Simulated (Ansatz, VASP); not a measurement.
# BeGa3 in VASP and in Ansatz

The input INCAR:

```
PREC = Accurate
ENCUT = 520
EDIFF = 1E-6
ISMEAR = 0
SIGMA = 0.1
LREAL = False
LASPH = True
NELM = 100
ALGO = Normal
ISIF = 2
LWAVE = False
LCHARG = False
GGA = PE
NBANDS = 28
```

KPOINTS

```
Automatic mesh
0
Gamma
  14 14 14
```

The input POSCAR:

```
BeGa3
1.0
   -2.1228102750      2.1228102750      3.5964123938
    2.1228102750     -2.1228102750      3.5964123938
    2.1228102750      2.1228102750     -3.5964123938
Be Ga
1 3
Direct
    0.0000000000      0.0000000000      0.0000000000
    0.7500000000      0.2500000000      0.5000000000
    0.2500000000      0.7500000000      0.5000000000
    0.5000000000      0.5000000000      0.0000000000
```

Input for Ansatz:

```yaml
crystal:
  lattice:
    - [-2.122810275, 2.122810275, 3.5964123938]
    - [2.122810275, -2.122810275, 3.5964123938]
    - [2.122810275, 2.122810275, -3.5964123938]
  atoms:
    - { symbol: Be, position: [0.0, 0.0, 0.0] }
    - { symbol: Ga, position: [0.75, 0.25, 0.5] }
    - { symbol: Ga, position: [0.25, 0.75, 0.5] }
    - { symbol: Ga, position: [0.5, 0.5, 0.0] }
basis:
  ecutwfc: 420
kpoints:
  mp_grid: { grid: [14, 14, 14] }
hamiltonian:
  xc: pbe
scf:
  occupations: { method: gaussian, width: 0.1 }
output:
  forces: true
  stress: true
  eigenvalues: true
```

Alike in both runs: task single point; functional PBE; k mesh 14 × 14 × 14; occupations gaussian, width 0.1 eV; no spin polarisation.

|  | VASP | Ansatz |
| --- | --- | --- |
| version | VASP 6.6.1 | Ansatz 0.2.0 |
| potentials or method | VASP PAW PBE potentials, release 64 (Be, Ga_d) | scalar-relativistic, plane waves, PAW |
| plane-wave cutoff (eV) | 520 | 420 |
| valence electrons in the cell | 41 | 41 |

VASP gave:

- gap on the k mesh at the Fermi level (eV): none
- pressure (GPa): -0.3
- largest component of the traceless stress (GPa): 3.11

Question: Which values does Ansatz return?

Answer: gap on the k mesh at the Fermi level (eV): none; pressure (GPa): -0.4; largest component of the traceless stress (GPa): 3.11.

A gap of «none» marks a metal or a gap that the smearing closes. The functional is the same, so the differences come from potentials, cutoffs and numerics.
